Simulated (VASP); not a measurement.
Consider the following.

```xyz
2
Lattice="0.0000 2.8745 2.8745 2.8745 0.0000 2.8745 2.8745 2.8745 0.0000" Properties=species:S:1:pos:R:3 pbc="T T T"
Hf     0.0000     0.0000     0.0000
Te     2.8745     2.8745     2.8745
```

The numbers are results of PBEsol GGA, VASP's PBE PAW potentials (set 64) (plane waves; VASP 6.6.1), not measurements. Run with 400 eV cut-off, 12×12×12 Γ-centred mesh, tetrahedra with Blöchl corrections, potentials Hf_pv Te.

Unless said otherwise, spin-orbit coupling is left out, though it shifts the bands of the heavy elements here.

Question: Estimate the energy per atom (σ→0), band gap (on the k-mesh) with the smallest direct gap where there is one.

Answer: 
- band gap (on the k-mesh) = none (metal, semimetal or under 0.01 eV)
- energy per atom (σ→0) = -7.243 eV/atom

The structure was generated: HfTe was put into the rock salt type (Fm-3m), which need not be its known phase. It was relaxed first, which changed the volume by -39 %. VASP warned that the highest band is occupied, so more bands are needed.
